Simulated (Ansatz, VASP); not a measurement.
SrZrO2: VASP beside Ansatz

```
Sr Zr O
1.0
     4.22318    0.00000    0.00000
     0.00000    4.22318    0.00000
     0.00000    0.00000    3.65673
Sr Zr O
1 1 2
Direct
  0.50000 0.50000 0.50000
  0.00000 0.00000 0.00000
  0.50000 0.00000 0.00000
  0.00000 0.50000 0.00000
```

Change from the starting cell: species swapped into the Ga2BiAs type (P-4m2, No. 115).

Alike in both runs: functional PBE; k mesh 8 × 8 × 10; occupations gaussian, width 0.1 eV; no spin polarisation.

Ansatz relaxed the structure, and its values are those at the end. VASP's run is a single point on that final structure, the one shown.

|  | VASP | Ansatz |
| --- | --- | --- |
| version | VASP 6.6.1 | Ansatz 0.2.0 |
| potentials or method | VASP PAW PBE potentials, release 64 (Sr_sv, Zr_sv, O) | scalar-relativistic, plane waves, PAW |
| plane-wave cutoff (eV) | 520 | 420 |
| valence electrons in the cell | 34 | 34 |

Ansatz gave:

* gap on the k mesh at the Fermi level (eV): none
* pressure (GPa): 0.0

Problem. What did VASP give for the same quantities?

Solution. gap on the k mesh at the Fermi level (eV): none; pressure (GPa): 0.3.

A gap of «none» marks a metal or a gap that the smearing closes. Ansatz warned: «structure_snapped_to_symmetry».
